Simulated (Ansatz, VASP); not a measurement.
# CO2 (CdI2 type (invented)) in two plane-wave programs

Wanted: the spread between two codes on one cell, functional and k mesh. The cell is generated by rule, not measured, and may not be a known phase. The cell is taken from a series of runs on this material, whose earlier steps may have relaxed, scaled, displaced or heated it; both programs get it as it stands.

Calculated with Ansatz 0.2.0; plane waves, with VASP 6.6.1 beside it; zone-centre phonons at PBEsol.

### 1. The starting structure

The structure is trigonal, space group P-3m1 (No. 164). Conventional cell: a = 2.348 Å, b = 2.348 Å, c = 5.104 Å, α = 90.00°, β = 90.00°, γ = 120.00°. Nearest to C lie 6 O at 1.61 Å. O has 3 C at 1.61 Å nearest. Farther neighbours and most contacts between anions are not listed.

Coordinates:

```cif
data_structure
_symmetry_space_group_name_H-M 'P-3m1'
_symmetry_Int_Tables_number 164
_cell_length_a 2.3481
_cell_length_b 2.3481
_cell_length_c 5.1036
_cell_angle_alpha 90.000
_cell_angle_beta 90.000
_cell_angle_gamma 120.000
_cell_volume 24.37
loop_
_atom_site_label
_atom_site_type_symbol
_atom_site_symmetry_multiplicity
_atom_site_Wyckoff_symbol
_atom_site_fract_x
_atom_site_fract_y
_atom_site_fract_z
_atom_site_occupancy
C1 C 1 a 0.00000 0.00000 0.00000 1
O1 O 2 d 0.33333 0.66667 0.17123 1
```

### 2. Ansatz: zone-centre phonons, PBEsol

Ansatz runs on its default PAW (the set named soft_2) files.

Second derivatives magnify differences that forces hide, and they need a tight electronic threshold.

input.yaml reads:

```yaml
crystal:
  lattice:
    - [2.3480704609, 3.0e-10, 0.0]
    - [-1.1740352307, 2.0334886689, 0.0]
    - [0.0, 0.0, 5.103641151]
  atoms:
    - { symbol: C, position: [0.0, 0.0, 0.0] }
    - { symbol: O, position: [0.3333333333, 0.6666666667, 0.1712278687] }
    - { symbol: O, position: [0.6666666667, 0.3333333333, 0.8287721313] }
kpoints:
  mp_grid: { grid: [9, 9, 4] }
hamiltonian:
  xc: pbesol
scf:
  occupations: { method: fixed }
output:
  eigenvalues: true
phonons:
  method: dfpt
  dielectric: true
  rigid_motions: translations
```

On the command line:

```sh
ansatz run input.yaml --threads 4 --pin off --max-ram 9216MiB --backend cpu --events-out ev --progress --plain --runs-dir out
```

Numbers of over 12 decimals in the logs are rounded to 6 here.

The log of the run:

```text
Engine: ansatz 0.2.0, aarch64-unknown-linux-gnu
Pseudopotentials: kind: paw
Pseudopotential: C, paw, valence charge 4, recommended cutoff 420 eV (normal), C.paw.azcp
Pseudopotential: O, paw, valence charge 6, recommended cutoff 420 eV (normal), O.paw.azcp
Functional definition: PBEsol
  exchange = pbesol_x
  correlation = pbesol_c
Crystal: 3 atoms, lattice volume = 24.369 Å³
Basis set: ecut = 420 eV, 473 PW (Γ), exchange–correlation on 32×32×72 points (8 copies of the dense FFT grid, shifted against one another)
Bands: 12, of which v1, the nominal top of the filled ones, is band 8 counted from 1 (7 counted from 0)
Symmetry: 12 space group operations
k-points: 95 of 324 (irreducible under 2 space group operations, time reversal used)
Non-local potential: C, projectors of the file, l = 0: 2, l = 1: 2, l = 2: 1
Non-local potential: O, projectors of the file, l = 0: 2, l = 1: 2, l = 2: 1
PAW form: soft (Blöchl's): semilocal exchange-correlation on the pseudo side does not see the compensation charge
PAW frozen core: C, regenerated for the run's functional, and the local potential with it (the file was generated under x = pbe(κ = 0.804, μ = 0.219515), c = pbe(β = 0.066725))
PAW frozen core: O, regenerated for the run's functional, and the local potential with it (the file was generated under x = pbe(κ = 0.804, μ = 0.219515), c = pbe(β = 0.066725))
PAW one-centre angular grid: C, 110 points (default); XC on 64 Gauss nodes
PAW one-centre angular grid: O, 110 points (default); XC on 64 Gauss nodes
Initial density: superposition of atomic densities (neutral atoms: chi_scale 0, normalization atom), corrected by the library's trained network
Initial wavefunctions: pseudopotential atomic-orbital guess
Functional: x = pbesol(κ = 0.804, μ = 0.123457), c = pbesol(β = 0.046)
SCF iter   1: F=—  HF=-1362.552996 eV  |F-HF|=—  |Δ(HF+E_count)|=         —  Δρ=1.52e-2  dr2=3.68e-2  ethr=1.77e-3  ⟨swp⟩=5.1  Hψ=6231  notcnv=0  defer=184
preconditioner: auto → none  [insulator: Δε(μ)=4.740 eV  Ē_g=16.922 eV  n_scr=4 (ndim 8)  ℏωp=30.1 eV  f_vac=0.211  ε∞_Penn≈4.2]
SCF iter   2: F=—  HF=-1362.546621 eV  |F-HF|=—  |Δ(HF+E_count)|=   6.37e-3  Δρ=8.53e-3  dr2=1.49e-2  ethr=2.30e-4  ⟨swp⟩=2.7  Hψ=2665  notcnv=0  defer=186
SCF iter   3: F=—  HF=-1362.543448 eV  |F-HF|=—  |Δ(HF+E_count)|=   3.17e-3  Δρ=3.03e-3  dr2=1.16e-3  ethr=9.28e-5  ⟨swp⟩=2.9  Hψ=1858  notcnv=0  defer=187
SCF iter   4: F=—  HF=-1362.543376 eV  |F-HF|=—  |Δ(HF+E_count)|=   7.26e-5  Δρ=7.19e-4  dr2=5.01e-5  ethr=7.22e-6  ⟨swp⟩=2.6  Hψ=1931  notcnv=0  defer=187
SCF iter   5: F=—  HF=-1362.543396 eV  |F-HF|=—  |Δ(HF+E_count)|=   2.00e-5  Δρ=1.26e-4  dr2=2.29e-6  ethr=3.13e-7  ⟨swp⟩=2.4  Hψ=1823  notcnv=0  defer=97
SCF iter   6: F=—  HF=-1362.543397 eV  |F-HF|=—  |Δ(HF+E_count)|=   1.55e-6  Δρ=2.82e-5  dr2=7.06e-8  ethr=1.43e-8  ⟨swp⟩=2.2  Hψ=1821  notcnv=0  defer=14
SCF iter   7: F=—  HF=-1362.543397 eV  |F-HF|=—  |Δ(HF+E_count)|=   1.34e-7  Δρ=5.55e-6  dr2=3.52e-9  ethr=4.41e-10  ⟨swp⟩=2.2  Hψ=1972  notcnv=0  defer=7
SCF iter   8: F=—  HF=-1362.543397 eV  |F-HF|=—  |Δ(HF+E_count)|=   1.27e-9  Δρ=1.13e-6  dr2=1.25e-10  ethr=2.20e-11  ⟨swp⟩=2.2  Hψ=1701  notcnv=0  defer=7
SCF iter   9: F=-1362.543397 eV  HF=-1362.543397 eV  |F-HF|=6.82e-13  |Δ(HF+E_count)|=  1.25e-11  Δρ=4.29e-8  dr2=2.72e-13  ethr=1.00e-12  ⟨swp⟩=8.5  Hψ=7005  notcnv=0
SCF 1 converged in 9 iterations: F = -1362.543397 eV  dr2 = 2.72e-13
  greatest PAW one-centre occupation: 0.878 electrons in one spin orbital (limit 2), on the O atom at site 2 (counted from 0), in its partial waves of l = 0
NSCF: frozen V_eff on 4 k-points
DFPT response loops at Γ: preconditioner auto → none (the input reference at scf.mixing.eps_inf says where Resta's filter doesn't serve); β = 0.50; Broyden in place of MSR1
── the response to a field inside a basis, on 10×10×4 k-points: an SCF that follows is theirs, and a resumed run solves both again ──
Bands: 9, of which v1, the nominal top of the filled ones, is band 8 counted from 1 (7 counted from 0)
k-points: 110 of 400 (irreducible under 4 space group operations)
Initial density: handed on by an earlier stage of this run
Initial wavefunctions: pseudopotential atomic-orbital guess (no wavefunctions were taken with the density)
Eigensolver: Dense (110 Hₖ)
SCF iter   1: F=—  HF=-1362.552558 eV  |F-HF|=—  |Δ(HF+E_count)|=         —  Δρ=9.89e-4  dr2=3.28e-5  ethr=1.00e-1
preconditioner: auto → none  [insulator: Δε(μ)=4.834 eV  Ē_g=14.401 eV  n_scr=4 (ndim 8)  ℏωp=30.1 eV  f_vac=0.207  ε∞_Penn≈5.4]
SCF iter   2: F=—  HF=-1362.552570 eV  |F-HF|=—  |Δ(HF+E_count)|=   1.17e-5  Δρ=4.55e-4  dr2=6.91e-6  ethr=2.05e-7
SCF iter   3: F=—  HF=-1362.552577 eV  |F-HF|=—  |Δ(HF+E_count)|=   6.87e-6  Δρ=1.15e-4  dr2=1.70e-6  ethr=4.32e-8
SCF iter   4: F=—  HF=-1362.552577 eV  |F-HF|=—  |Δ(HF+E_count)|=   1.85e-7  Δρ=4.54e-5  dr2=4.33e-7  ethr=1.06e-8
SCF iter   5: F=-1362.552577 eV  HF=-1362.552577 eV  |F-HF|=1.86e-9  |Δ(HF+E_count)|=   8.26e-8  Δρ=1.01e-5  dr2=9.65e-9  ethr=2.71e-9
SCF 1 converged in 5 iterations: F = -1362.552577 eV  dr2 = 9.65e-9
DFPT response loops at Γ: mixed as the last ones told, above
SCF converged after 9 iterations
Free energy (F): -1362.543397 eV
Harris-Foulkes:  -1362.543397 eV  (|F-HF|=6.82e-13)
Internal energy: -1362.543397 eV  (E = F + TS)
E sigma→0 (E₀):  -1362.543397 eV
Fermi energy:    4.644282 eV
--- Per-component energies (eV) ---
  E_band       = -58.343985
  E_kinetic    = 436.445010
  E_local      = -1221.968874  (includes V_loc(G=0)·N_el)
  E_nonlocal   = 121.683417
  E_hartree    = 463.063012
  E_xc         = -192.062508
  E_vxc        = -244.660105  (∫ρ·V_xc dr)
  E_paw        = -398.152778  (= ΣΔE_a)
  E_vpaw       = -75.974281  (= ΣTr[D̂ρ^β])
  E_aug_tail   = 0.004814  (compensation charges beyond the density's cutoff)
  E_ewald      = -571.647167
  E_core_change = 0.091676  (= ΣΔE_core)
  E_smearing   = -0.000000  (= −TS)
  E_closure    = 0.000000  (closes the sum)
  Σ components = -1362.543397   (vs F -1362.543397, Δ=0.00e0)
--- Band table (eV; the first three rows and the last of 95) ---
  k-point 0: bands = [... 4 lower, 2.9412, 3.7406, 4.1729, 4.1729, 10.9932, 11.0215, 11.8921, 11.8921]
  k-point 1: bands = [... 4 lower, 2.9409, 3.3853, 4.1745, 4.1745, 10.9865, 11.3038, 11.8898, 11.8898]
  k-point 2: bands = [... 4 lower, 2.9410, 3.0259, 4.1762, 4.1762, 10.9872, 11.5734, 11.8878, 11.8878]
  k-point 94: bands = [... 4 lower, -0.9474, 0.5438, 2.9130, 4.5132, 11.4331, 13.3513, 14.5609, 15.7836]
--- Phonons (Γ-DFPT): 4 representative perturbations + reference, on 95 of 324 k-points (Σ response iterations 13) ---
  k mesh reduced under 2 symmetry operations, with k and −k counted as one. Each operation leaves every solved perturbation unchanged. A smaller set is not considered because the run solves the response to a homogeneous field
  ASR residual: 4.043e-5 → 0.000e0 eV/Å²; symmetrization residual: 1.849e-6 eV/Å²
  ASR residual per site (eV/Å²): 3.39e-5 4.04e-5 4.04e-5
  Γ frequencies (cm⁻¹): -437.51 -437.51 0.00 0.00 0.00 436.79 436.79 837.89 1158.25
  ε∞ (high-frequency dielectric tensor):
        4.742696    -0.000000     0.000000
       -0.000000     4.742696     0.000000
        0.000000     0.000000     2.281332
  softest optical mode at Γ: -437.51 cm⁻¹; the repairs (sum rule, projections) moved no ω² at Γ by more than (1.07 cm⁻¹)²
  Born effective charges Z* (e; rows j = field, columns β = displacement):
    site 0:
         4.69547   -0.00000   -0.00000
        -0.00000    4.69547   -0.00000
        -0.00000   -0.00000    1.14939
    site 1:
        -2.34773    0.00000    0.00000
         0.00000   -2.34773    0.00000
         0.00000    0.00000   -0.57469
    site 2:
        -2.34773    0.00000    0.00000
         0.00000   -2.34773    0.00000
         0.00000    0.00000   -0.57469
  Z* charge neutrality: 3.315e-3 e pre-enforcement
  solved inside a basis spanned on kpoints, on 10×10×4 k-points, its susceptibility summed on 14×14×6: ε∞ is read to err by 1.4e-2, Z* by 2.3e-2 e (field_mesh: kpoints solves on kpoints); Z* is corrected for what the basis lacks
  optical modes at Γ without the LO–TO term, one row a degenerate level:
      ω (cm⁻¹)  modes    IR ((D/Å)²/amu)
       -437.51      2           116.4903
        436.79      2             0.0000
        837.89      1             0.0000
       1158.25      1             3.4901
  optical modes at Γ + LO–TO along q̂ = [1.0000, 0.0000, 0.0000]:
      ω (cm⁻¹)  modes    IR ((D/Å)²/amu)
       -437.51      1            58.2451
        436.79      2             0.0000
        837.89      1             0.0000
        939.93      1            58.2451
       1158.25      1             3.4901
  optical modes at Γ + LO–TO along q̂ = [0.0000, 1.0000, 0.0000]:
      ω (cm⁻¹)  modes    IR ((D/Å)²/amu)
       -437.51      1            58.2451
        436.79      2             0.0000
        837.89      1             0.0000
        939.93      1            58.2451
       1158.25      1             3.4901
  optical modes at Γ + LO–TO along q̂ = [0.0000, 0.0000, 1.0000]:
      ω (cm⁻¹)  modes    IR ((D/Å)²/amu)
       -437.51      2           116.4903
        436.79      2             0.0000
        837.89      1             0.0000
       1214.68      1             3.4901
```

(Part 1 of 3 ends here.)

[Lines on the potential files, build, host, timing and source positions are cut from VASP's logs without a mark.]

[Logs are printed without paths, hosts, clocks, repeated set-up lines and the standing remarks that a program may print on its own settings, such as how far it seeks lower states.]

[Hosts, paths, dates, database ids (printed as entryN), source tags and the programs' standing remarks are cut or masked in the printed files.]
